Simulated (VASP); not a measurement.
Method: revPBE GGA, VASP's PBE PAW potentials (set 64) (plane waves; VASP 6.6.1).

VASP ran on this input.

### KPOINTS
```
kpoints
0
Gamma
14 14 14
0 0 0
```

INCAR:
```
ALGO = Normal
EDIFF = 1E-6
EDIFFG = -0.01
ENCUT = 520
GGA = RE
IBRION = 2
ISIF = 3
ISMEAR = 1
LASPH = .TRUE.
LCHARG = .FALSE.
LMAXMIX = 4
LREAL = .FALSE.
LWAVE = .FALSE.
NELM = 100
NSW = 60
PREC = Accurate
SIGMA = 0.1
SYSTEM = Pd
```

### POSCAR
```
Pd
1.0
  0.0000000000   1.9450000000   1.9450000000
  1.9450000000   0.0000000000   1.9450000000
  1.9450000000   1.9450000000   0.0000000000
Pd
1
Direct
  0.0000000000   0.0000000000   0.0000000000
```

POTCAR, in this order: Pd (PBE.64 set). Program: vasp_std.

The resulting files:

OSZICAR:
```
       N       E                     dE             d eps       ncg     rms          rms(c)
DAV:   1     0.399562813833E+02    0.39956E+02   -0.53953E+03  1896   0.105E+03
DAV:   2    -0.458650300462E+01   -0.44543E+02   -0.43213E+02  2012   0.195E+02
DAV:   3    -0.495479223500E+01   -0.36829E+00   -0.36589E+00  2224   0.209E+01
DAV:   4    -0.495646965489E+01   -0.16774E-02   -0.16773E-02  2188   0.132E+00
DAV:   5    -0.495649011581E+01   -0.20461E-04   -0.20461E-04  2198   0.123E-01    0.763E+00
DAV:   6    -0.471901859833E+01    0.23747E+00   -0.10386E+00  1920   0.981E+00    0.392E+00
DAV:   7    -0.470901023234E+01    0.10008E-01   -0.61911E-03  2117   0.749E-01    0.206E+00
DAV:   8    -0.470548126819E+01    0.35290E-02   -0.10744E-03  1994   0.280E-01    0.465E-02
DAV:   9    -0.470548418894E+01   -0.29207E-05   -0.94503E-06  2206   0.340E-02    0.150E-02
DAV:  10    -0.470548858377E+01   -0.43948E-05   -0.20828E-06  2079   0.166E-02    0.335E-03
DAV:  11    -0.470548831989E+01    0.26389E-06   -0.16304E-08  1006   0.127E-03
   1 F= -.47054883E+01 E0= -.47049402E+01  d E =-.470549E+01
       N       E                     dE             d eps       ncg     rms          rms(c)
DAV:   1    -0.737361534630E+01   -0.26681E+01   -0.51578E+01  1892   0.816E+01    0.124E+01
DAV:   2    -0.469401369743E+01    0.26796E+01   -0.15532E+01  1885   0.331E+01    0.519E+00
DAV:   3    -0.468956300071E+01    0.44507E-02   -0.22535E-02  1966   0.156E+00    0.316E+00
DAV:   4    -0.469054346874E+01   -0.98047E-03   -0.24392E-02  2066   0.138E+00    0.104E-01
DAV:   5    -0.469081739183E+01   -0.27392E-03   -0.50018E-04  2240   0.147E-01    0.595E-02
DAV:   6    -0.469079660312E+01    0.20789E-04   -0.83511E-05  1971   0.793E-02    0.152E-02
DAV:   7    -0.469079456428E+01    0.20388E-05   -0.77063E-07  1822   0.972E-03    0.234E-03
DAV:   8    -0.469079480190E+01   -0.23763E-06   -0.85680E-08   959   0.228E-03
   2 F= -.46907948E+01 E0= -.46902556E+01  d E =0.146935E-01
       N       E                     dE             d eps       ncg     rms          rms(c)
DAV:   1    -0.561985381122E+01   -0.92906E+00   -0.16523E+01  1899   0.444E+01    0.655E+00
DAV:   2    -0.473305851884E+01    0.88680E+00   -0.46183E+00  1888   0.198E+01    0.103E+00
DAV:   3    -0.473265442008E+01    0.40410E-03   -0.13329E-02  2022   0.112E+00    0.631E-01
DAV:   4    -0.473436469959E+01   -0.17103E-02   -0.94642E-03  2097   0.864E-01    0.936E-02
DAV:   5    -0.473435645796E+01    0.82416E-05   -0.65978E-05  1973   0.803E-02    0.519E-02
DAV:   6    -0.473436582944E+01   -0.93715E-05   -0.65248E-06  2164   0.292E-02    0.127E-03
DAV:   7    -0.473436582144E+01    0.80072E-08   -0.85478E-08  1376   0.242E-03
   3 F= -.47343658E+01 E0= -.47337915E+01  d E =-.288775E-01
       N       E                     dE             d eps       ncg     rms          rms(c)
DAV:   1    -0.473457533353E+01   -0.20950E-03   -0.38043E-03  1900   0.690E-01    0.957E-02
DAV:   2    -0.473437190137E+01    0.20343E-03   -0.11025E-03  1891   0.300E-01    0.245E-02
DAV:   3    -0.473437301794E+01   -0.11166E-05   -0.21074E-06  1908   0.156E-02    0.146E-02
DAV:   4    -0.473437496717E+01   -0.19492E-05   -0.20733E-06  2105   0.127E-02    0.990E-04
DAV:   5    -0.473437491805E+01    0.49123E-07   -0.15791E-08   938   0.114E-03
   4 F= -.47343749E+01 E0= -.47338007E+01  d E =-.288866E-01
```

OUTCAR:
```
------------------------ aborting loop because EDIFF is reached ----------------------------------------
  FORCE on cell =-STRESS in cart. coord.  units (eV):
  Direction    XX          YY          ZZ          XY          YZ          ZX
  --------------------------------------------------------------------------------------
  Total        0.0026953      0.0026953      0.0026953      0.0000000      0.0000000      0.0000000
  in kB        0.2763285      0.2763285      0.2763285      0.0000000      0.0000000      0.0000000
  external PRESSURE =       0.2763285 kB  Pullay stress =       0.0000000 kB
  volume of cell :       15.63
      direct lattice vectors                 reciprocal lattice vectors
    -0.000000000  1.984368461  1.984368461    -0.251969334  0.251969334  0.251969334
     1.984368461  0.000000000  1.984368461     0.251969334 -0.251969334  0.251969334
     1.984368461  1.984368461  0.000000000     0.251969334  0.251969334 -0.251969334
 POSITION                                       TOTAL-FORCE (eV/Angst)
 -----------------------------------------------------------------------------------
      0.00000      0.00000      0.00000        -0.000000     -0.000000      0.000000
 -----------------------------------------------------------------------------------
    total drift:                                0.000000      0.000000      0.000000
  FREE ENERGIE OF THE ION-ELECTRON SYSTEM (eV)
  ---------------------------------------------------
  free  energy   TOTEN  =        -4.7343749181 eV

  energy  without entropy=       -4.7326523145  energy(sigma->0) =       -4.73380072

 reached required accuracy - stopping structural energy minimisation
```
(Selected blocks of OUTCAR.)

CONTCAR:
```
Pd
   1.00000000000000
    -0.0000000000000000    1.9843684613596655    1.9843684613596655
     1.9843684613596655    0.0000000000000000    1.9843684613596655
     1.9843684613596655    1.9843684613596655    0.0000000000000000
  Pd
     1
Direct
     0.0000000000000000    0.0000000000000000    0.0000000000000000
```

Energy and stress use the plane-wave basis of the starting cell.

The compound is Pd in the fcc structure. This run relaxes it. Symmetry was kept, so distortions that lower it aren't found.
